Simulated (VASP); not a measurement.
Molecule: SiCl2H2, in a box.

```
CELL_PARAMETERS angstrom
13.00629 0.00000 0.00000
0.00000 13.50629 0.00000
0.00000 0.00000 14.00629
ATOMIC_POSITIONS crystal
Si 0.50046 0.51363 0.49716
Cl 0.41036 0.40695 0.43485
Cl 0.58280 0.45260 0.60742
H 0.57346 0.55205 0.42480
H 0.43287 0.59229 0.53605
```

Base run:

```yaml
Program: VASP 6.6.1
Functional: RPBE
Potentials_or_basis: VASP PAW PBE potentials, release 64 (Si, Cl, H)
Cutoff: 400 eV
k_mesh: 1 × 1 × 1
Occupations: gaussian, width 0.01 eV
Spin: no spin polarisation
```

Its results: gap between the frontier levels 6.59 eV; largest force 0.169 eV/Å.

Task: The run is repeated on the same cell with these changes: functional from RPBE to PBEsol. What comes out?

Result: Gap between the frontier levels 6.49 eV; largest force 0.269 eV/Å.

Caveats: the PAW data sets were made with another functional, which shifts forces and pressure a little.

